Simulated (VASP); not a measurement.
# TiTe2 with PBE: from relaxation to properties, part 2 of 6

How well does PBE reproduce what experiment finds for TiTe2? The cell is relaxed first, and properties follow on it. The start is a cell from a database of measured crystal structures.

VASP 6.6.1; PBE, no spin polarisation; plane waves and PAW (Ti_sv, Te).

Still holding for the runs below: This run has no spin polarisation, although Ti can carry a moment. The k-mesh is coarse for a metal.

So far. Step 2 (Relaxing cell and atoms (PBE)): It ends with a largest force of 0.007 eV/Å and a pressure of -0.04 GPa. The volume lies +3.2 % from that of the database's start.

### Step 3. Second relaxation

The basis stayed that of the start cell while the cell moved. A rerun from the cell reached resets it; the error of the finite cutoff stays.

The input, INCAR:

```
SYSTEM = TiTe2
PREC = Accurate
ENCUT = 400
EDIFF = 1E-06
NELM = 100
ISMEAR = 0
SIGMA = 0.05
LREAL = .FALSE.
ALGO = Normal
GGA = PE
NBANDS = 18
LASPH = .TRUE.
LORBIT = 11
LWAVE = .FALSE.
LCHARG = .FALSE.
KPAR = 2
IBRION = 2
NSW = 60
ISIF = 3
EDIFFG = -0.01
```

The input, POSCAR:

```
TiTe2
1.0
    3.7950809410      0.0000000000      0.0000000000
   -1.8975404705      3.2866365043      0.0000000000
    0.0000000000      0.0000000000      6.6423260714
Ti Te
1 2
Direct
    0.0000000000      0.0000000000      0.0000000000
    0.6666666667      0.3333333333      0.2570883754
    0.3333333333      0.6666666667      0.7429116246
```

The input, KPOINTS:

```
Automatic mesh
0
Gamma
7 7 4
0 0 0
```

The projector-augmented-wave data sets are Ti_sv and Te (PBE family, release 64).

Run with:

```
$ mpirun -np 2 vasp_std
```

Output:

```text
[... set-up lines as in an earlier step ...]
 entering main loop
       N       E                     dE             d eps       ncg     rms          rms(c)
DAV:   1     0.154556893479E+03    0.15456E+03   -0.94070E+03  1008   0.101E+03
DAV:   2    -0.556757051775E+01   -0.16012E+03   -0.15661E+03  1160   0.274E+02
DAV:   3    -0.181806519298E+02   -0.12613E+02   -0.12371E+02  1574   0.761E+01
DAV:   4    -0.185392707393E+02   -0.35862E+00   -0.35733E+00  1286   0.124E+01
DAV:   5    -0.185562697564E+02   -0.16999E-01   -0.16995E-01  1534   0.246E+00    0.120E+01
DAV:   6    -0.187791201451E+02   -0.22285E+00   -0.41921E+01  1144   0.400E+01    0.155E+01
DAV:   7    -0.165020197912E+02    0.22771E+01   -0.36160E+01  1282   0.351E+01    0.571E+00
DAV:   8    -0.162260018067E+02    0.27602E+00   -0.14349E+00  1134   0.842E+00    0.190E+00
DAV:   9    -0.162475670741E+02   -0.21565E-01   -0.47472E-01  1354   0.446E+00    0.182E+00
DAV:  10    -0.162194941763E+02    0.28073E-01   -0.36180E-01  1230   0.427E+00    0.860E-01
DAV:  11    -0.162166029466E+02    0.28912E-02   -0.31749E-02  1162   0.137E+00    0.438E-01
DAV:  12    -0.162165241161E+02    0.78831E-04   -0.22258E-03  1180   0.371E-01    0.284E-01
DAV:  13    -0.162164744524E+02    0.49664E-04   -0.18948E-04  1170   0.102E-01    0.686E-02
DAV:  14    -0.162164747935E+02   -0.34111E-06   -0.89319E-06  1280   0.213E-02
   1 F= -.16216475E+02 E0= -.16215704E+02  d E =-.162165E+02
 curvature:   0.00 expect dE= 0.000E+00 dE for cont linesearch  0.000E+00
 trial: gam= 0.00000 g(F)=  0.239E-05 g(S)=  0.494E-03 ort = 0.000E+00 (trialstep = 0.100E+01)
 search vector abs. value=  0.496E-03
 bond charge predicted
       N       E                     dE             d eps       ncg     rms          rms(c)
DAV:   1    -0.162223766990E+02   -0.59022E-02   -0.11294E-01  1080   0.365E+00    0.691E-01
DAV:   2    -0.162250481968E+02   -0.26715E-02   -0.13376E-01  1218   0.272E+00    0.625E-01
DAV:   3    -0.162164518005E+02    0.85964E-02   -0.60576E-02  1190   0.152E+00    0.164E-01
DAV:   4    -0.162160972926E+02    0.35451E-03   -0.21692E-03  1256   0.379E-01    0.472E-02
DAV:   5    -0.162161277715E+02   -0.30479E-04   -0.17039E-04  1348   0.725E-02    0.522E-02
DAV:   6    -0.162161716185E+02   -0.43847E-04   -0.73147E-05  1654   0.459E-02    0.182E-02
DAV:   7    -0.162161755445E+02   -0.39260E-05   -0.14861E-05  1128   0.195E-02    0.115E-02
DAV:   8    -0.162161786576E+02   -0.31131E-05   -0.51359E-06  1402   0.124E-02    0.371E-03
DAV:   9    -0.162161789124E+02   -0.25475E-06   -0.79531E-07   686   0.451E-03
   2 F= -.16216179E+02 E0= -.16215423E+02  d E =0.295881E-03
 trial-energy change:    0.000296  1 .order    0.000096   -0.000496    0.000689
 step:   0.2363(harm=  0.4186)  dis= 0.00006  next Energy=   -16.216531 (dE=-0.560E-04)
 bond charge predicted
       N       E                     dE             d eps       ncg     rms          rms(c)
DAV:   1    -0.162201245097E+02   -0.39459E-02   -0.67834E-02  1076   0.283E+00    0.537E-01
DAV:   2    -0.162220308884E+02   -0.19064E-02   -0.83748E-02  1238   0.215E+00    0.484E-01
DAV:   3    -0.162166142536E+02    0.54166E-02   -0.34600E-02  1216   0.116E+00    0.119E-01
DAV:   4    -0.162164371309E+02    0.17712E-03   -0.10269E-03  1218   0.254E-01    0.323E-02
DAV:   5    -0.162164476925E+02   -0.10562E-04   -0.11236E-04  1406   0.592E-02    0.380E-02
DAV:   6    -0.162164665752E+02   -0.18883E-04   -0.32360E-05  1622   0.324E-02    0.149E-02
DAV:   7    -0.162164695008E+02   -0.29256E-05   -0.11411E-05  1198   0.152E-02    0.806E-03
DAV:   8    -0.162164702631E+02   -0.76235E-06   -0.28644E-06  1314   0.772E-03
   3 F= -.16216470E+02 E0= -.16215703E+02  d E =0.453037E-05
 curvature:  -0.19 expect dE=-0.407E-05 dE for cont linesearch -0.390E-05
 trial: gam= 0.00000 g(F)=  0.101E-05 g(S)=  0.205E-04 ort =-0.101E-03 (trialstep = 0.847E+00)
 search vector abs. value=  0.215E-04
 reached required accuracy - stopping structural energy minimisation
```

Wall time 21 s (2 MPI ranks of Intel Xeon 6975P-C (Granite Rapids), shared host); peak memory 0.38 GiB.

Parts of OUTCAR (step 3):

```text
  LATTYP: Found a hexagonal cell.
 ALAT       =     3.7950809410
 C/A-ratio  =     1.7502462200

The static configuration has the point symmetry D_3d.

 Found     28 irreducible k-points:

   dimension x,y,z NGX =    28 NGY =   28 NGZ =   48
   dimension x,y,z NGXF=    56 NGYF=   56 NGZF=   96

   ENCUT  =  400.0 eV  29.40 Ry    5.42 a.u.   6.19  6.19 10.83*2*pi/ulx,y,z

   NELECT =      24.0000    total number of electrons

 E-fermi :   6.4444

 k-point     1 :       0.0000    0.0000    0.0000
  band No.  band energies     occupation
    ...
      5      -5.8065      2.00000
      6      -4.4466      2.00000
      7       1.4133      2.00000
      8       4.7879      2.00000
      9       4.7879      2.00000
     10       6.8133      0.00000
     11       6.8250      0.00000
     12       6.8379      0.00000
     13       6.8379      0.00000
     14       7.4849      0.00000
    ...

 k-point     2 :       0.1429   -0.0000    0.0000
  band No.  band energies     occupation
    ...
      7       1.6813      2.00000
      8       4.2639      2.00000
      9       4.8157      2.00000
     10       5.5700      2.00000
     11       6.2999      1.99996
     12       6.6535      0.00000
     13       6.7549      0.00000
     14       7.4719      0.00000
     15       7.7244      0.00000
     16       9.0968      0.00000
    ...

  Total        0.0178506      0.0178506      0.0252843      0.0000000      0.0000000      0.0000000
  in kB        0.3455981      0.3455981      0.4895179      0.0000000      0.0000000      0.0000000
  external PRESSURE =       0.3935713 kB  Pullay stress =       0.0000000 kB

  energy-cutoff  :      400.00
  volume of cell :       82.75
      direct lattice vectors                 reciprocal lattice vectors
     3.793654878  0.000000000  0.000000000     0.263598043  0.152188401  0.000000000
    -1.896827439  3.285401498 -0.000000000     0.000000000  0.304376802  0.000000000
     0.000000000  0.000000000  6.639662257     0.000000000  0.000000000  0.150610070

 POSITION                                       TOTAL-FORCE (eV/Angst)
 -----------------------------------------------------------------------------------
      0.00000      0.00000      0.00000        -0.000000      0.000000      0.000000
      1.89683      1.09513      1.70692         0.000000     -0.000000      0.003238
     -0.00000      2.19027      4.93274        -0.000000      0.000000     -0.003238
 -----------------------------------------------------------------------------------
    total drift:                                0.000000      0.000000     -0.000000

  FREE ENERGIE OF THE ION-ELECTRON SYSTEM (eV)
  ---------------------------------------------------
  free  energy   TOTEN  =       -16.2164702631 eV

  energy  without entropy=      -16.2149363766  energy(sigma->0) =      -16.21570332

 total charge
# of ion       s       p       d       tot
------------------------------------------
    1        2.165   6.120   1.861  10.145
    2        1.382   1.996   0.036   3.414
    3        1.382   1.996   0.036   3.414
--------------------------------------------------
tot          4.929  10.112   1.932  16.973

[... 3 parts as in an earlier step ...]

[... 7 further parts left out ...]
```

CONTCAR:

```
TiTe2
   1.00000000000000
     3.7936548782643529    0.0000000000000000    0.0000000000000000
    -1.8968274391321764    3.2854014977435662   -0.0000000000000000
     0.0000000000000000    0.0000000000000000    6.6396622567793404
  Ti              Te
     1     2
Direct
     0.0000000000000000    0.0000000000000000    0.0000000000000000
     0.6666666667000030    0.3333333332999970    0.2570798756099504
     0.3333333332999970    0.6666666667000030    0.7429201243900496
```

Little changed from the start: no atom moved by 0.005 Å and no cell edge by 0.1 %.

Numbers from this step:

| Quantity | Value |
| --- | --- |
| free energy (TOTEN) | -16.22 eV |
| energy at zero smearing | -16.22 eV |
| Fermi energy | 6.444 eV |
| pressure | 0.03936 GPa |
| SCF cycles over all ionic steps | 31 |

It ends with a largest force of 0.003 eV/Å and a pressure of 0.04 GPa. The volume moved by only 0.12 %, so the volume is settled.

### Step 4. Density, ELF and potential (PBE)

The relaxed cell gets a fresh self-consistent run, on a basis set for its own volume, to fix the density and to check the remaining stress.

Changes to INCAR since step 3:

```diff
@@ -14,7 +14,5 @@
 LWAVE = .FALSE.
-LCHARG = .FALSE.
-KPAR = 2
-IBRION = 2
-NSW = 60
-ISIF = 3
-EDIFFG = -0.01
+LCHARG = .TRUE.
+ISIF = 2
+LELF = .TRUE.
+LVHAR = .TRUE.
```

The input, POSCAR:

```
TiTe2
1.0
    3.7936548783      0.0000000000      0.0000000000
   -1.8968274391      3.2854014977      0.0000000000
    0.0000000000      0.0000000000      6.6396622568
Ti Te
1 2
Direct
    0.0000000000      0.0000000000      0.0000000000
    0.6666666667      0.3333333333      0.2570798756
    0.3333333333      0.6666666667      0.7429201244
```

KPOINTS is that of step 3.

Run with:

```
$ mpirun -np 2 vasp_std
```

Output:

```text
[banner, memory and clock lines left out]
running    2 mpi-ranks, on    1 nodes
 distrk:  each k-point on    2 cores,    1 groups
 distr:  one band on    1 cores,    2 groups

 POSCAR found type information on POSCAR TiTe
 POSCAR found :  2 types and       3 ions
 LDA part: xc-table for (Slater+PW92), standard interpolation
 POSCAR, INCAR and KPOINTS ok, starting setup
 FFT: planning ... GRIDC
 FFT: planning ... GRID_SOFT
 FFT: planning ... GRID
 WAVECAR not read
 entering main loop
       N       E                     dE             d eps       ncg     rms          rms(c)
DAV:   1     0.153604763169E+03    0.15360E+03   -0.93275E+03  1024   0.102E+03
DAV:   2    -0.467501338339E+01   -0.15828E+03   -0.15430E+03  1116   0.275E+02
DAV:   3    -0.181382045412E+02   -0.13463E+02   -0.13088E+02  1550   0.779E+01
DAV:   4    -0.185349351010E+02   -0.39673E+00   -0.39579E+00  1310   0.125E+01
DAV:   5    -0.185493846194E+02   -0.14450E-01   -0.14446E-01  1504   0.229E+00    0.120E+01
DAV:   6    -0.187664337702E+02   -0.21705E+00   -0.41816E+01  1136   0.399E+01    0.154E+01
DAV:   7    -0.165000796163E+02    0.22664E+01   -0.35892E+01  1274   0.351E+01    0.571E+00
DAV:   8    -0.162250445753E+02    0.27504E+00   -0.14363E+00  1142   0.842E+00    0.188E+00
DAV:   9    -0.162464161863E+02   -0.21372E-01   -0.45247E-01  1358   0.436E+00    0.180E+00
DAV:  10    -0.162192495109E+02    0.27167E-01   -0.34934E-01  1212   0.420E+00    0.849E-01
DAV:  11    -0.162164840482E+02    0.27655E-02   -0.30804E-02  1164   0.135E+00    0.430E-01
DAV:  12    -0.162164061465E+02    0.77902E-04   -0.21932E-03  1166   0.368E-01    0.277E-01
DAV:  13    -0.162163557620E+02    0.50385E-04   -0.19637E-04  1164   0.104E-01    0.664E-02
DAV:  14    -0.162163564908E+02   -0.72876E-06   -0.95785E-06  1266   0.220E-02
   1 F= -.16216356E+02 E0= -.16215589E+02  d E =-.153431E-02
```

Wall time 9.8 s (2 MPI ranks); peak memory 0.31 GiB; 17 s of CPU time.

From OUTCAR (step 4):

```text
  LATTYP: Found a hexagonal cell.
 ALAT       =     3.7936548783
 C/A-ratio  =     1.7502019740

The static configuration has the point symmetry D_3d.

 Found     28 irreducible k-points:

   NELECT =      24.0000    total number of electrons

 E-fermi :   6.4464

 k-point     1 :       0.0000    0.0000    0.0000
  band No.  band energies     occupation
    ...
      5      -5.8070      2.00000
      6      -4.4472      2.00000
      7       1.4134      2.00000
      8       4.7888      2.00000
      9       4.7888      2.00000
     10       6.8157      0.00000
     11       6.8248      0.00000
     12       6.8406      0.00000
     13       6.8406      0.00000
     14       7.4844      0.00000
    ...

 k-point     2 :       0.1429   -0.0000    0.0000
  band No.  band energies     occupation
    ...
      7       1.6814      2.00000
      8       4.2644      2.00000
      9       4.8166      2.00000
     10       5.5704      2.00000
     11       6.3010      1.99996
     12       6.6535      0.00000
     13       6.7573      0.00000
     14       7.4737      0.00000
     15       7.7257      0.00000
     16       9.0986      0.00000
    ...

  Total       -0.0605782     -0.0605782     -0.0638490     -0.0000000      0.0000000     -0.0000000
  in kB       -1.1728296     -1.1728296     -1.2361529     -0.0000000      0.0000000     -0.0000000
  external PRESSURE =      -1.1939374 kB  Pullay stress =       0.0000000 kB

  energy-cutoff  :      400.00
  volume of cell :       82.75
      direct lattice vectors                 reciprocal lattice vectors
     3.793654878  0.000000000  0.000000000     0.263598043  0.152188401  0.000000000
    -1.896827439  3.285401498  0.000000000     0.000000000  0.304376802  0.000000000
     0.000000000  0.000000000  6.639662257     0.000000000  0.000000000  0.150610070

 POSITION                                       TOTAL-FORCE (eV/Angst)
 -----------------------------------------------------------------------------------
      0.00000      0.00000      0.00000         0.000000     -0.000000      0.000000
      1.89683      1.09513      1.70692         0.000000     -0.000000      0.005387
     -0.00000      2.19027      4.93274        -0.000000      0.000000     -0.005387
 -----------------------------------------------------------------------------------
    total drift:                               -0.000000     -0.000000     -0.000000

  FREE ENERGIE OF THE ION-ELECTRON SYSTEM (eV)
  ---------------------------------------------------
  free  energy   TOTEN  =       -16.2163564908 eV

  energy  without entropy=      -16.2148221783  energy(sigma->0) =      -16.21558933

 total charge
# of ion       s       p       d       tot
------------------------------------------
    1        2.165   6.120   1.858  10.143
    2        1.382   1.997   0.036   3.415
    3        1.382   1.997   0.036   3.415
--------------------------------------------------
tot          4.929  10.113   1.930  16.972

[... 6 parts as in an earlier step ...]

[... 5 further parts left out ...]
```

This step gave:

```
SCF cycles   : 14
Fermi energy : 6.446 eV
pressure     : -0.1194 GPa
```

Valence electrons inside each PAW sphere by angular momentum. Sphere charges, by row:

| atom | s (e) | p (e) | d (e) | tot (e) |
| --- | --- | --- | --- | --- |
| Ti1 | 2.165 | 6.12 | 1.858 | 10.14 |
| Te2 | 1.382 | 1.997 | 0.036 | 3.415 |
| Te3 | 1.382 | 1.997 | 0.036 | 3.415 |

ELF in the ac plane at fractional y = 0.000, with atoms of Ti within 0.2 Å of it. It is the smooth field of the valence electrons, not physical close to the nuclei.

Values, 24 rows by 14 columns, each cell a mean:
```
0.91 0.81 0.53 0.21 0.10 0.20 0.33 0.36 0.30 0.16 0.11 0.29 0.61 0.85
0.64 0.55 0.37 0.18 0.18 0.36 0.49 0.51 0.46 0.31 0.16 0.23 0.42 0.58
0.23 0.22 0.19 0.21 0.39 0.58 0.65 0.67 0.64 0.54 0.34 0.19 0.20 0.22
0.07 0.09 0.16 0.38 0.60 0.71 0.74 0.74 0.74 0.70 0.56 0.29 0.13 0.08
0.08 0.13 0.28 0.54 0.70 0.76 0.78 0.77 0.78 0.75 0.67 0.46 0.23 0.11
0.13 0.19 0.35 0.58 0.72 0.78 0.79 0.80 0.79 0.77 0.70 0.51 0.30 0.17
0.13 0.18 0.32 0.54 0.70 0.78 0.80 0.81 0.80 0.76 0.67 0.47 0.27 0.16
0.09 0.12 0.23 0.45 0.64 0.75 0.80 0.81 0.79 0.73 0.60 0.38 0.20 0.11
0.05 0.08 0.15 0.34 0.53 0.67 0.75 0.76 0.73 0.64 0.49 0.27 0.13 0.07
0.03 0.04 0.08 0.19 0.33 0.47 0.56 0.58 0.54 0.44 0.30 0.15 0.07 0.04
0.01 0.02 0.03 0.08 0.13 0.20 0.25 0.26 0.24 0.18 0.12 0.06 0.03 0.02
0.01 0.01 0.02 0.04 0.07 0.09 0.12 0.12 0.11 0.09 0.06 0.03 0.02 0.01
0.01 0.02 0.03 0.06 0.11 0.16 0.20 0.21 0.19 0.15 0.10 0.05 0.03 0.01
0.02 0.03 0.06 0.15 0.26 0.38 0.46 0.48 0.44 0.35 0.24 0.11 0.05 0.03
0.04 0.06 0.13 0.30 0.48 0.63 0.71 0.73 0.69 0.60 0.44 0.23 0.11 0.06
0.08 0.11 0.21 0.43 0.61 0.74 0.79 0.80 0.78 0.71 0.58 0.35 0.18 0.10
0.12 0.16 0.29 0.52 0.68 0.77 0.81 0.81 0.80 0.75 0.65 0.44 0.25 0.15
0.13 0.19 0.34 0.58 0.72 0.78 0.80 0.80 0.79 0.77 0.70 0.50 0.30 0.17
0.10 0.15 0.32 0.57 0.71 0.77 0.78 0.78 0.78 0.76 0.69 0.49 0.27 0.13
0.06 0.09 0.18 0.43 0.63 0.73 0.75 0.75 0.75 0.72 0.60 0.34 0.15 0.08
0.16 0.16 0.16 0.24 0.46 0.63 0.69 0.69 0.68 0.60 0.41 0.20 0.16 0.16
0.49 0.43 0.31 0.18 0.24 0.43 0.55 0.57 0.52 0.38 0.20 0.21 0.34 0.45
0.87 0.76 0.50 0.20 0.12 0.23 0.36 0.39 0.33 0.18 0.11 0.28 0.57 0.80
0.96 0.88 0.59 0.21 0.09 0.15 0.27 0.30 0.24 0.12 0.10 0.31 0.68 0.91
```
Columns run along a (3.8 Å), rows up along c (6.6 Å). Atoms in or near the plane, at fractional coordinates: Ti at (0.00, 0.00).

Valence density in the ac plane at fractional y = 0.000, with atoms of Ti within 0.2 Å of it. It is the smooth field of the valence electrons, not physical close to the nuclei.

Ten steps, logarithmic in the rise over the least value, from '0' (0 e/Å³) to '9' (13 e/Å³), each cell a mean:
```
98631111112478
77521111112357
44322222212234
22122222222112
11112222222111
01112222222111
00112222221110
00011222211100
00001111111000
00000111110000
00000000000000
00000000000000
00000000000000
00000011100000
00001111111000
00011122211100
00111222221100
01112222222111
11112222222111
11112222222111
33222222222223
66421111112356
98631111112478
99732111112579
```
Columns run along a (3.8 Å), rows up along c (6.6 Å). Atoms in or near the plane, at fractional coordinates: Ti at (0.00, 0.00).

Electrostatic potential energy in the ac plane at fractional y = 0.000, with atoms of Ti within 0.2 Å of it. With pseudopotentials it is smooth inside the atoms' cores, unlike the true potential.

Values in eV, 24 rows by 14 columns, each cell a mean:
```
-59 -58 -45 -19  -5   0   2   2   1  -1  -6 -27 -49 -58
-53 -47 -31 -11  -3   0   1   2   1  -1  -4 -17 -36 -49
-29 -23 -13  -4  -1   0   0   0   0   0  -2  -6 -15 -25
 -7  -5  -3  -1  -1  -1  -2  -2  -2  -1  -1  -2  -3  -6
 -1  -1   0   0  -1  -3  -4  -5  -4  -2  -1   0   0  -1
  2   2   2   1  -1  -3  -6  -7  -5  -3  -1   1   2   2
  3   3   3   2  -1  -3  -5  -6  -5  -3   0   2   3   3
  4   4   3   2   0  -2  -3  -4  -3  -1   1   3   3   4
  4   4   4   3   2   0  -1  -1  -1   1   2   3   4   4
  4   4   4   4   3   2   2   1   2   2   3   4   4   4
  4   4   4   4   4   3   3   3   3   3   4   4   4   4
  4   4   4   4   4   4   3   3   4   4   4   4   4   4
  4   4   4   4   4   3   3   3   3   4   4   4   4   4
  4   4   4   4   3   3   2   2   2   3   3   4   4   4
  4   4   4   3   2   1   0   0   0   1   2   3   4   4
  4   4   3   2   1  -1  -3  -3  -2  -1   1   3   4   4
  4   3   3   2   0  -3  -5  -6  -4  -2   0   2   3   3
  2   2   2   1  -1  -4  -6  -7  -5  -3  -1   2   2   2
  0   1   1   0  -1  -3  -5  -6  -4  -2  -1   1   1   0
 -5  -4  -2  -1  -1  -2  -3  -3  -2  -1  -1  -1  -2  -4
-21 -17  -8  -3  -1   0  -1  -1   0   0  -1  -4 -10 -18
-46 -40 -25  -8  -2   0   1   1   1  -1  -3 -13 -29 -42
-59 -56 -42 -17  -4   0   2   2   1  -1  -6 -25 -47 -58
-59 -59 -48 -22  -6  -1   2   2   1  -1  -7 -31 -53 -59
```
Columns run along a (3.8 Å; values clipped at the 3rd and 97th percentile), rows up along c (6.6 Å). Atoms in or near the plane, at fractional coordinates: Ti at (0.00, 0.00).

In this run the pressure is -0.12 GPa, small enough to go on.

[end of part 2 of 6]

[Lines on the potential files, build, host, timing and source positions are cut from VASP's logs without a mark.]

[Logs are printed without paths, hosts, clocks, repeated set-up lines and the standing remarks that a program may print on its own settings, such as how far it seeks lower states.]

[Hosts, paths, dates, database ids (printed as entryN), source tags and the programs' standing remarks are cut or masked in the printed files.]

[A measured line is paired with the nearest computed mode of its activity, which favours agreement.]
